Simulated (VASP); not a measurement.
```xyz
3
Lattice="3.2275 0.0000 0.0000 -1.6137 2.7951 0.0000 0.0000 0.0000 15.0035" Properties=species:S:1:pos:R:3 pbc="T T T"
Si     1.6137     0.9317     7.5018
S      0.0000     1.8634     6.0561
S      0.0000     1.8634     8.9474
```

All values below come from r2SCAN meta-GGA, VASP's PBE PAW potentials (set 64) (plane waves; VASP 6.6.1). Run with 400 eV cut-off, 9×9×1 Γ-centred mesh, tetrahedra with Blöchl corrections, potentials Si S.

The cell holds a wide vacuum, so values per volume refer to the whole cell.

Question: Predict the energy per atom (σ→0), band gap (over mesh and band path) with the smallest direct gap where there is one.

Answer: 
| Quantity | Result |
|---|---|
| band gap (over mesh and band path) | 0.47 eV |
| smallest direct gap (over mesh and band path) | 1.41 eV |
| energy per atom (σ→0) | -8.375 eV/atom |

The absolute energy has meaning only against runs of the same code, potentials and settings.

The cell is a sheet with vacuum, built from a generated structure.
